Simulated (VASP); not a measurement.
# Nb2SnSe (P4/nmm) in VASP: density of states with PBE

Aim: the density of states of Nb2SnSe with PBE.

All numbers are computed with VASP 6.6.1; they aren't measurements. Logs are shortened: lines on timing, memory, paths and dates and some standing lists are left out, and cuts for length are marked.

**1. Starting point**

It takes space group P4/nmm (No. 129, tetragonal). The conventional cell has a = 3.399 Å, b = 3.399 Å, c = 14.044 Å, α = 90.00°, β = 90.00°, γ = 90.00°. Nb (site symmetry 4mm) has 4 Se at 2.76 Å and 4 Sn at 3.03 Å as nearest neighbours. Around Nb (site symmetry 4mm) lie 4 Nb at 2.78 Å and 5 Sn at 2.91 to 3.04 Å. Sn (site symmetry 4mm) has 9 Nb at 2.91 to 3.04 Å and 1 Se at 3.20 Å as nearest neighbours. Around Se (site symmetry 4mm) lie 4 Nb at 2.76 Å.

The cell was built by a generator and needn't be a form met in nature.

**2. Density of states, PBE**

Input file POSCAR:

```
Nb2SnSe
1.0
    3.3990000000      0.0000000000      0.0000000000
    0.0000000000      3.3990000000      0.0000000000
    0.0000000000      0.0000000000     14.0443500000
Nb Sn Se
4 2 2
Direct
    0.5000000000      0.0000000000      0.7016900000
    0.5000000000      0.0000000000      0.9499780000
    0.0000000000      0.5000000000      0.0500220000
    0.0000000000      0.5000000000      0.2983100000
    0.0000000000      0.5000000000      0.8333120000
    0.5000000000      0.0000000000      0.1666880000
    0.0000000000      0.5000000000      0.6056550000
    0.5000000000      0.0000000000      0.3943450000
```

Input file INCAR.step1:

```
  PREC = Accurate
  ENCUT = 520
  EDIFF = 1E-6
  ISMEAR = 0
  SIGMA = 0.1
  LREAL = F
  LASPH = T
  NELM = 100
  ALGO = Normal
  ISIF = 2
  LWAVE = F
  LCHARG = T
  LMAXMIX = 4
  GGA = PE
  NBANDS = 56
  KPAR = 4
```

Input file KPOINTS.step1:

```
regular mesh
0
Gamma
  10 10 2
```

Input file INCAR.step2:

```
  PREC = Accurate
  ENCUT = 520
  EDIFF = 1E-6
  ISMEAR = -5
  SIGMA = 0.1
  LREAL = F
  LASPH = T
  NELM = 100
  ALGO = Normal
  ISIF = 2
  LWAVE = F
  LCHARG = F
  LMAXMIX = 4
  GGA = PE
  LORBIT = 11
  NBANDS = 56
  KPAR = 4
  NEDOS = 1001
  ICHARG = 11
```

Input file KPOINTS.step2:

```
regular mesh
0
Gamma
  15 15 3
```

Potentials or basis: VASP PAW PBE potentials, release 64 (Nb_sv, Sn_d, Se).

The run is started by

```bash
$ cat potpaw_PBE.64/Nb_sv/POTCAR potpaw_PBE.64/Sn_d/POTCAR potpaw_PBE.64/Se/POTCAR > POTCAR
$ cp INCAR.step1 INCAR
$ cp KPOINTS.step1 KPOINTS
$ mpirun -np 4 vasp_std > vasp.out
$ cp INCAR.step2 INCAR
$ cp KPOINTS.step2 KPOINTS
$ mpirun -np 4 vasp_std > vasp.out
```

OUTCAR:

```text
PREC = Accurate
   ENCUT = 520
   EDIFF = 1E-6
   ISMEAR = -5
   LREAL = F
   LASPH = T
   NELM = 100
   ISIF = 2
   GGA = PE
   LORBIT = 11
   ICHARG = 11

 ion  position               nearest neighbor table
   1  0.500  0.000  0.702-   7 2.76   7 2.76   7 2.76   7 2.76   5 3.03   5 3.03   5 3.03   5 3.03

   2  0.500  0.000  0.950-   3 2.78   3 2.78   3 2.78   3 2.78   5 2.91   5 2.91   5 2.91   5 2.91
                             6 3.04
   3  0.000  0.500  0.050-   2 2.78   2 2.78   2 2.78   2 2.78   6 2.91   6 2.91   6 2.91   6 2.91
                             5 3.04
   4  0.000  0.500  0.298-   8 2.76   8 2.76   8 2.76   8 2.76   6 3.03   6 3.03   6 3.03   6 3.03

   5  0.000  0.500  0.833-   2 2.91   2 2.91   2 2.91   2 2.91   1 3.03   1 3.03   1 3.03   1 3.03
                             3 3.04   7 3.20
   6  0.500  0.000  0.167-   3 2.91   3 2.91   3 2.91   3 2.91   4 3.03   4 3.03   4 3.03   4 3.03
                             2 3.04   8 3.20
   7  0.000  0.500  0.606-   1 2.76   1 2.76   1 2.76   1 2.76   5 3.20
   8  0.500  0.000  0.394-   4 2.76   4 2.76   4 2.76   4 2.76   6 3.20

  LATTYP: Found a simple tetragonal cell.
 ALAT       =     3.3990000000
 C/A-ratio  =     4.1319064431

  Lattice vectors:

 A1 = (   3.3990000000,   0.0000000000,   0.0000000000)
 A2 = (   0.0000000000,   3.3990000000,   0.0000000000)
 A3 = (   0.0000000000,   0.0000000000,  14.0443500000)

Analysis of symmetry for initial positions (statically):
=====================================================================
 Subroutine PRICEL returns:
 Original cell was already a primitive cell.

 Routine SETGRP: Setting up the symmetry group for a
 simple tetragonal supercell.

 Subroutine GETGRP returns: Found 16 space group operations
 (whereof  8 operations were pure point group operations)
 out of a pool of 16 trial point group operations.

The static configuration has the point symmetry D_2d.
 The point group associated with its full space group is D_4h.

Analysis of symmetry for dynamics (positions and initial velocities):
=====================================================================
 Subroutine PRICEL returns:
 Original cell was already a primitive cell.

 Routine SETGRP: Setting up the symmetry group for a
 simple tetragonal supercell.

 Subroutine GETGRP returns: Found 16 space group operations
 (whereof  8 operations were pure point group operations)
 out of a pool of 16 trial point group operations.

The dynamic configuration has the point symmetry D_2d.
 The point group associated with its full space group is D_4h.

 Subroutine INISYM returns: Found 16 space group operations
 (whereof  8 operations are pure point group operations),
 and found     1 'primitive' translations

----------------------------------------------------------------------------------------

                                     Primitive cell

  volume of cell :     162.2572

  direct lattice vectors                    reciprocal lattice vectors
     3.399000000  0.000000000  0.000000000     0.294204178  0.000000000  0.000000000
     0.000000000  3.399000000  0.000000000     0.000000000  0.294204178  0.000000000
     0.000000000  0.000000000 14.044350000     0.000000000  0.000000000  0.071203010

  length of vectors
     3.399000000  3.399000000 14.044350000     0.294204178  0.294204178  0.071203010

  position of ions in fractional coordinates (direct lattice)
     0.500000000  0.000000000  0.701690000
     0.500000000  0.000000000  0.949978000
     0.000000000  0.500000000  0.050022000
     0.000000000  0.500000000  0.298310000
     0.000000000  0.500000000  0.833312000
     0.500000000  0.000000000  0.166688000
     0.000000000  0.500000000  0.605655000
     0.500000000  0.000000000  0.394345000

  ion indices of the primitive-cell ions
   primitive index   ion index
                 1           1
                 2           2
                 3           3
                 4           4
                 5           5
                 6           6
                 7           7
                 8           8

----------------------------------------------------------------------------------------

 KPOINTS: regular mesh

Automatic generation of k-mesh.
 Grid dimensions read from file:
 generate k-points for:   15   15    3

 Generating k-lattice:

  Cartesian coordinates                     Fractional coordinates (reciprocal lattice)
     0.019613612  0.000000000  0.000000000     0.066666667  0.000000000  0.000000000
     0.000000000  0.019613612  0.000000000     0.000000000  0.066666667  0.000000000
     0.000000000  0.000000000  0.023734337     0.000000000  0.000000000  0.333333333

  Length of vectors
     0.019613612  0.019613612  0.023734337

  Shift w.r.t. Gamma in fractional coordinates (k-lattice)
     0.000000000  0.000000000  0.000000000

 TETIRR: Found    994 inequivalent tetrahedra from     4050

 Subroutine IBZKPT returns following result:
 ===========================================

 Found     72 irreducible k-points:

 Following reciprocal coordinates:
            Coordinates               Weight
  0.000000  0.000000  0.000000      1.000000
  0.066667  0.000000  0.000000      4.000000
  0.133333  0.000000  0.000000      4.000000
  0.200000  0.000000  0.000000      4.000000
  0.266667  0.000000  0.000000      4.000000
  0.333333  0.000000  0.000000      4.000000
[... 16 lines left out ...]
  0.266667  0.200000  0.000000      8.000000
  0.333333  0.200000  0.000000      8.000000
 [... further k-points ...]
   k-points           NKPTS =     72   k-points in BZ     NKDIM =     72   number of bands    NBANDS=     56
   number of dos      NEDOS =   1001   number of ions     NIONS =      8
   total plane-waves  NPLWV =  84672
   dimension x,y,z NGX =    28 NGY =   28 NGZ =  108
   dimension x,y,z NGXF=    56 NGYF=   56 NGZF=  216
   ions per type =               4   2   2
   NGX,Y,Z   is equivalent  to a cutoff of  13.69, 13.69, 12.78 a.u.
   NGXF,Y,Z  is equivalent  to a cutoff of  27.39, 27.39, 25.57 a.u.
 SYSTEM =  unknown system
   PREC   = accura    normal or accurate (medium, high low for compatibility)
   ISTART =      0    job   : 0-new  1-cont  2-samecut
   ICHARG =     11    charge: 1-file 2-atom 10-const
   ISPIN  =      1    spin polarized calculation?
   LNONCOLLINEAR =      F non collinear calculations
   LSORBIT =      F    spin-orbit coupling
   LASPH  =      T    aspherical Exc in radial PAW
   ENCUT  =  520.0 eV  38.22 Ry    6.18 a.u.   6.32  6.32 26.11*2*pi/ulx,y,z
   NELM   =    100;   NELMIN=  2; NELMDL=  0     # of ELM steps
   EDIFF  = 0.1E-05   stopping-criterion for ELM
   LREAL  =      F    real-space projection
   EDIFFG = 0.1E-04   stopping-criterion for IOM
   NSW    =      0    number of steps for IOM
   IBRION =     -1    ionic relax: 0-MD 1-quasi-New 2-CG
   NFREE  =      0    steps in history (QN), initial steepest desc. (CG)
   ISIF   =      2    stress and relaxation
   ISYM   =      2    0-nonsym 1-usesym 2-fastsym
   POTIM  = 0.5000    time-step for ionic-motion
   TEBEG  =    0.0;   TEEND  =   0.0 temperature during run
   PSTRESS=    0.0 pullay stress
   NELECT =      92.0000    total number of electrons
   NUPDOWN=      -1.0000    fix difference up-down
   EMIN   =  10.00;   EMAX   =-10.00  energy-range for DOS
   EFERMI =   0.00;   METHOD = LEGACY
   ISMEAR =    -5;   SIGMA  =   0.10  broadening in eV -4-tet -1-fermi 0-gaus
   EFERMI_NEDOS =   21; number of points for ismear=-14 and -15
   IALGO  =     38    algorithm
   IMIX   =      4    mixing-type and parameters
     AMIX     =   0.40;   BMIX     =  1.00
     AMIX_MAG =   1.60;   BMIX_MAG =  1.00
  volume/ion in A,a.u.               =      20.28       136.87
  Fermi-wavevector in a.u.,A,eV,Ry     =   1.354990  2.560560 24.980271  1.835998
  Thomas-Fermi vector in A             =   2.482115
   LORBIT       =     11    0 simple, 1 ext, 2 COOP (PROOUT), +10 PAW based schemes
   GGA     = PE    functional components
   LHFCALC =     F    Hartree Fock is set to
   AEXX    =    0.0000 exact exchange contribution
   IVDW    =     0    specifies the selected vdW correction
   LEPSILON=     F    determine dielectric tensor
   LRPA    =     F    only Hartree local field effects (RPA)
 non-spin polarized calculation
 Fermi weights with tetrahedron method with Bloechl corrections
  energy-cutoff  :      520.00
  volume of cell :      162.26
 maximum number of plane-waves:      4400
 NGX is ok and might be reduce to    28

 number of electron      91.9999986 magnetization

 Free energy of the ion-electron system (eV)
  ---------------------------------------------------
  ext. energy  EPLUGINS =         0.00000000
  ---------------------------------------------------
  free energy    TOTEN  =       -57.54448932 eV

  energy without entropy =      -57.54448932  energy(sigma->0) =      -57.54448932

 E-fermi :   9.3660     XC(G=0): -11.3881

 val. band max:        9.4198459858   @ k =   0.0000   0.0000   0.0000
 cond. band min:       9.3603095749   @ k =   0.3333   0.1333   0.3333
 fundamental gap:     -0.0595364109
 Fermi energy:         9.3660175054

 k-point     1 :       0.0000    0.0000    0.0000
  band No.  band energies     occupation
      1     -45.9971      2.00000
      2     -45.9971      2.00000
      3     -45.3053      2.00000
      4     -45.0237      2.00000
      5     -22.0417      2.00000
      6     -22.0404      2.00000
[... 48 lines left out ...]
     55      11.3503      0.00000
     56      11.7174      0.00000

 k-point     2 :       0.0667    0.0000    0.0000
  band No.  band energies     occupation
      1     -45.9965      2.00000
      2     -45.9965      2.00000
      3     -45.3017      2.00000
      4     -45.0262      2.00000
      5     -22.0406      2.00000
      6     -22.0394      2.00000
[... 48 lines left out ...]
     55      11.4836      0.00000
     56      11.7903      0.00000

 k-point     3 :       0.1333    0.0000    0.0000
  band No.  band energies     occupation
      1     -45.9949      2.00000
      2     -45.9948      2.00000
      3     -45.2910      2.00000
      4     -45.0337      2.00000
      5     -22.0377      2.00000
      6     -22.0367      2.00000
[... 1172 lines left out ...]
 k-point    23 :       0.2667    0.2000    0.0000
  band No.  band energies     occupation
      1     -45.9852      2.00000
      2     -45.9852      2.00000
      3     -45.2292      2.00000
      4     -45.0764      2.00000
      5     -22.0901      2.00000
      6     -22.0901      2.00000
[... 48 lines left out ...]
     55      12.1200      0.00000
     56      12.1815      0.00000

 k-point    24 :       0.3333    0.2000    0.0000
  band No.  band energies     occupation
      1     -45.9826      2.00000
      2     -45.9826      2.00000
      3     -45.2073      2.00000
      4     -45.0930      2.00000
      5     -22.1290      2.00000
      6     -22.1290      2.00000
[... 48 lines left out ...]
     55      12.1622      0.00000
     56      12.4937      0.00000

 [... further k-points ...]

------------------------ aborting loop because EDIFF is reached ----------------------------------------

  FORCE on cell =-STRESS in cart. coord.  units (eV):
  Direction    XX          YY          ZZ          XY          YZ          ZX
  --------------------------------------------------------------------------------------
  -------------------------------------------------------------------------------------
  Total        0.1165306      0.1165306     -0.0907865      0.0000000      0.0000000      0.0000000
  in kB        1.1506585      1.1506585     -0.8964540      0.0000000      0.0000000      0.0000000
  external PRESSURE =       0.4682877 kB  Pullay stress =       0.0000000 kB

 VOLUME and BASIS-vectors are now :
 -----------------------------------------------------------------------------
  energy-cutoff  :      520.00
  volume of cell :      162.26
      direct lattice vectors                 reciprocal lattice vectors
     3.399000000  0.000000000  0.000000000     0.294204178  0.000000000  0.000000000
     0.000000000  3.399000000  0.000000000     0.000000000  0.294204178  0.000000000
     0.000000000  0.000000000 14.044350000     0.000000000  0.000000000  0.071203010

 POSITION                                       TOTAL-FORCE (eV/Angst)
 -----------------------------------------------------------------------------------
      1.69950      0.00000      9.85478         0.000000      0.000000     -0.010162
      1.69950      0.00000     13.34182        -0.000000      0.000000      0.082245
      0.00000      1.69950      0.70253        -0.000000      0.000000     -0.082245
      0.00000      1.69950      4.18957        -0.000000      0.000000      0.010162
      0.00000      1.69950     11.70333        -0.000000      0.000000     -0.027278
      1.69950      0.00000      2.34102         0.000000      0.000000      0.027278
      0.00000      1.69950      8.50603        -0.000000      0.000000     -0.004977
      1.69950      0.00000      5.53832        -0.000000      0.000000      0.004977
 -----------------------------------------------------------------------------------
    total drift:                                0.000000      0.000000      0.000000

  FREE ENERGIE OF THE ION-ELECTRON SYSTEM (eV)
  ---------------------------------------------------
  free  energy   TOTEN  =       -57.5444893214 eV

  energy  without entropy=      -57.5444893214  energy(sigma->0) =      -57.54448932

 total charge

# of ion       s       p       d       tot
------------------------------------------
    1        2.132   5.974   2.444  10.549
    2        2.189   6.002   2.562  10.753
    3        2.189   6.002   2.562  10.753
    4        2.132   5.974   2.444  10.549
    5        1.133   1.302  10.035  12.470
    6        1.133   1.302  10.035  12.470
    7        1.474   2.299   0.048   3.821
    8        1.474   2.299   0.048   3.821
--------------------------------------------------
tot         13.856  31.153  30.177  75.185
```

Wall time 5.1 min (4 MPI ranks of Intel Xeon Platinum 8488C (Sapphire Rapids), shared host); peak memory 0.63 GiB.

Results:

```
Valence electrons inside the program's atomic spheres : Nb 10.55, 10.75; Sn 12.47; Se 3.82
```

States per cell in windows of 1 eV (zero at the Fermi level; states under -8 eV left out):
```
from (eV)  total  Nb1_d  Nb4_d  Nb2_d  Nb3_d  Se7_p  Se8_p
     -8.0   1.31   0.02   0.02   0.03   0.03   0.01   0.01
     -7.0   0.33   0.01   0.01   0.01   0.01   0.00   0.00
     -6.0   2.48   0.08   0.08   0.01   0.01   0.33   0.33
     -5.0   5.11   0.21   0.21   0.12   0.12   0.51   0.51
     -4.0   5.95   0.25   0.25   0.32   0.32   0.51   0.51
     -3.0   5.99   0.46   0.46   0.41   0.41   0.59   0.59
     -2.0   6.19   0.43   0.43   0.93   0.93   0.19   0.19
     -1.0   7.15   1.01   1.01   0.78   0.78   0.20   0.20
      0.0   5.70   1.05   1.05   0.55   0.55   0.12   0.12
      1.0   6.86   1.08   1.08   0.85   0.85   0.18   0.18
      2.0   6.66   1.44   1.44   0.74   0.74   0.22   0.22
      3.0   1.55   0.22   0.22   0.28   0.28   0.05   0.05
      4.0   0.00   0.00   0.00   0.00   0.00   0.00   0.00
      5.0   0.00   0.00   0.00   0.00   0.00   0.00   0.00
```

Caveat: this functional lacks dispersion, which binds the layers, so the pressure and a relaxed spacing across them are unreliable; tetrahedron occupations give inexact forces and stress in metals.
